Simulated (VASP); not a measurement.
**RuSe: single point with PBEsol+U**

Crystal: RuSe.

```
Ru Se
1.0
     3.18769    0.00000    0.00000
     0.00000    3.18769    0.00000
     0.00000    0.00000    3.18769
Ru Se
1 1
Direct
  0.00000 0.00000 0.00000
  0.50000 0.50000 0.50000
```

The cell comes from a database or a generator and needn't be the stable form of this composition.

```json
{
 "Program": "VASP 6.6.1",
 "Task": "single point",
 "Functional": "PBEsol",
 "Potentials or basis": "VASP PAW PBE potentials, release 64 (Ru_pv, Se)",
 "Cutoff": "520 eV",
 "k mesh": "6 × 6 × 6",
 "Occupations": "gaussian, width 0.05 eV",
 "Spin": "collinear spin, random start",
 "Starting moments": "[0.2, 0.0] μB",
 "Hubbard terms": "Ru d U = 3 eV",
 "Further INCAR settings": "ALGO = Fast; EDIFF = 1e-06; NBANDS = 21"
}
```

The pressure is -16.1 GPa and the band gap on the k mesh is none (metal or under the smearing width). The net moment is 0.01 μB per cell and the valence electrons inside the program's atomic spheres are Ru 12.48; Se 3.71.

Levels at points of the mesh, in eV from the Fermi level:
Spin up:
```tsv
k point	band 7	band 8	band 9	band 10	band 11	band 12	band 13	band 14
(0.00, 0.00, 0.00)	-1.64	-1.64	-1.64	-1.06	-1.06	-1.06	2.44	8.58
(0.50, 0.00, 0.00)	-3.82	-3.09	-0.89	0.12	2.72	2.72	5.41	6.10
(0.50, 0.50, 0.00)	-3.42	-2.06	-2.06	-1.10	-0.03	0.15	3.11	10.30
(0.50, 0.50, 0.50)	-7.05	0.22	0.22	2.46	2.46	2.46	2.59	2.59
```
Spin down:
```
           k point  band 7  band 8  band 9  band 10  band 11  band 12  band 13  band 14
(0.00, 0.00, 0.00)   -1.64   -1.64   -1.64    -1.06    -1.06    -1.06     2.44     8.59
(0.50, 0.00, 0.00)   -3.82   -3.05   -0.88     0.17     2.72     2.72     5.41     6.10
(0.50, 0.50, 0.00)   -3.39   -2.05   -2.05    -1.10    -0.03     0.20     3.13    10.30
(0.50, 0.50, 0.50)   -7.05    0.27    0.27     2.46     2.46     2.46     2.59     2.59
```

Eigenvalues of the final occupation matrices:
| site | spin | trace | eigenvalues |
| --- | --- | --- | --- |
| site 1 d | 1 | 3.08 | 0.58 0.58 0.64 0.64 0.64 |
| site 1 d | 2 | 3.07 | 0.57 0.57 0.64 0.64 0.64 |

Wall time 43 s on 1 thread of AMD EPYC 7R43 64-Core Processor (Zen 3), with other jobs on the host, peak memory 0.12 GiB.

Caveat: the PAW data sets were made with another functional, which shifts forces and pressure a little. The state reached can hang on the start; a lower one may exist.
